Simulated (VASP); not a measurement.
Here is a VASP 6.6.1 calculation.

The input INCAR:

```
ALGO     = Normal         # electronic algorithm
EDIFF    = 1E-6           # SCF threshold, eV
ENCUT    = 520            # plane-wave cutoff, eV
GGA      = PE             # functional
ISIF     = 2              # what is computed and relaxed
ISMEAR   = -1             # smearing method
ISPIN    = 2              # spin polarisation
KPAR     = 4            
LASPH    = True           # aspherical terms in the spheres
LCHARG   = False          # write CHGCAR
LMAXMIX  = 4              # l up to which the mixer works
LORBIT   = 11             # projections on sites
LREAL    = False          # projectors in reciprocal space
LWAVE    = False          # write WAVECAR
MAGMOM   = 1 1 1 1 0 0 0.6 0.6 0 0 # initial moments
NBANDS   = 72             # bands
NELM     = 150            # most SCF steps
PREC     = Accurate       # precision mode
SIGMA    = 0.05           # smearing width, eV
```

Contents of KPOINTS:

```
k-points
0
Gamma
  11 11 2
```

The input POSCAR:

```
NiMoIrPdW
1.0
    2.7708500000      0.0000000000      0.0000000000
   -1.3854300000      2.3996300000      0.0000000000
    0.0000000000      0.0000000000     22.0196100000
Ni Mo Pd Ir W
2 2 2 2 2
Direct
    0.3333300000      0.6666700000      0.8508100000
    0.6666700000      0.3333300000      0.1491900000
    0.6666700000      0.3333300000      0.7605900000
    0.3333300000      0.6666700000      0.2394100000
    0.3333300000      0.6666700000      0.0532900000
    0.6666700000      0.3333300000      0.9467100000
    0.3333300000      0.6666700000      0.6582700000
    0.6666700000      0.3333300000      0.3417300000
    0.3333300000      0.6666700000      0.4441800000
    0.6666700000      0.3333300000      0.5558200000
```

KPOINTS_OPT

```
path GMKGALHA,LM,KH
20
line-mode
reciprocal
 0.0000000000  0.0000000000  0.0000000000  G
 0.5000000000  0.0000000000  0.0000000000  M

 0.5000000000  0.0000000000  0.0000000000  M
 0.3333333333  0.3333333333  0.0000000000  K

 0.3333333333  0.3333333333  0.0000000000  K
 0.0000000000  0.0000000000  0.0000000000  G

 0.0000000000  0.0000000000  0.0000000000  G
 0.0000000000  0.0000000000  0.5000000000  A

 0.0000000000  0.0000000000  0.5000000000  A
 0.5000000000  0.0000000000  0.5000000000  L

 0.5000000000  0.0000000000  0.5000000000  L
 0.3333333333  0.3333333333  0.5000000000  H

 0.3333333333  0.3333333333  0.5000000000  H
 0.0000000000  0.0000000000  0.5000000000  A

 0.5000000000  0.0000000000  0.5000000000  L
 0.5000000000  0.0000000000  0.0000000000  M

 0.3333333333  0.3333333333  0.0000000000  K
 0.3333333333  0.3333333333  0.5000000000  H
```

Potentials or basis: VASP PAW PBE potentials, release 64 (Ni, Mo_sv, Pd, Ir, W_sv).

Command:

```sh
$ cat potpaw_PBE.64/Ni/POTCAR potpaw_PBE.64/Mo_sv/POTCAR potpaw_PBE.64/Pd/POTCAR potpaw_PBE.64/Ir/POTCAR potpaw_PBE.64/W_sv/POTCAR > POTCAR
$ mpirun -np 4 vasp_std > vasp.out
```

What does it give for the net moment?

0.00 μB per cell.

Estimate the band gap along the path.

none (metal or under the smearing width).

Forces in eV/Å, atoms in the order of the input:
```
Ni   0.000  0.000  0.072
Ni   0.000  0.000 -0.072
Mo   0.000  0.000 -0.079
Mo   0.000  0.000  0.079
Pd   0.000  0.000  0.009
Pd   0.000  0.000 -0.009
Ir   0.000  0.000 -0.005
Ir   0.000  0.000  0.005
W    0.000  0.000 -0.082
W    0.000  0.000  0.082
```

Caveat: spin-orbit coupling is left out, which moves the levels of the heavy elements.
